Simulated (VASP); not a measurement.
Consider the following.

```yaml
crystal:
  lattice:
    - [0.00000, 2.20055, 2.20055]
    - [2.20055, 0.00000, 2.20055]
    - [2.20055, 2.20055, 0.00000]
  atoms:
    - { symbol: Al, position: [0.00000, 0.00000, 0.00000] }
    - { symbol: N, position: [0.25000, 0.25000, 0.25000] }
```

Level of theory: PBE0 hybrid, VASP's PBE PAW potentials (set 64) (plane waves; VASP). Settings: 520 eV cut-off, 8×8×8 Γ-centred mesh, Gaussian smearing of 0.050 eV, potentials Al N.

Problem. Estimate the energy per atom (σ→0), pressure, band gap (over the mesh, the named points and PBE's band edges) with the smallest direct gap where there is one.

Solution. 
The band gap (over the mesh, the named points and PBE's band edges) is 5.26 eV and the smallest direct gap (over the mesh, the named points and PBE's band edges) is 6.05 eV. The energy per atom (σ→0) comes out as -9.152 eV/atom. The pressure comes out as -5.14 GPa.

The absolute energy has meaning only against runs of the same code, potentials and settings.

The compound is AlN in the zinc blende structure, a metastable form; wurtzite is the usual one. It was relaxed first.
